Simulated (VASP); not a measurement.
Data:

```
CELL_PARAMETERS angstrom
      0.00000     2.79544     2.79544
      2.79544     0.00000     2.79544
      2.79544     2.79544     0.00000
ATOMIC_POSITIONS crystal
  La 0.00000 0.00000 0.00000
  O  0.25000 0.25000 0.25000
```

Computed with PBEsol GGA, VASP's PBE PAW potentials (set 64) (plane waves; VASP). Settings: 520 eV cut-off, Gaussian smearing of 0.050 eV, potentials La O.

Give the energies of bands 6 to 11 at the high-symmetry points, in eV from the Fermi level.

| band | Γ | X | U | L | W |
|---|---|---|---|---|---|
| 6 | -5.71 | -5.97 | -5.51 | -5.21 | -5.17 |
| 7 | -5.71 | -4.25 | -4.55 | -5.21 | -4.92 |
| 8 | -5.71 | -4.25 | -4.43 | -4.62 | -4.37 |
| 9 | -1.66 | -0.16 | -0.19 | -0.01 | 0.00 |
| 10 | 1.72 | 0.35 | 0.62 | 1.42 | 0.39 |
| 11 | 1.72 | 1.87 | 1.75 | 1.60 | 1.80 |

It has no gap at this level: it comes out as a metal or semimetal.

The structure was generated: LaO was put into the zinc blende type (F-43m), which need not be its known phase. It was relaxed first, which changed the volume by -30 %. The electron count is odd and the run is not spin-polarised, which forces a metal.
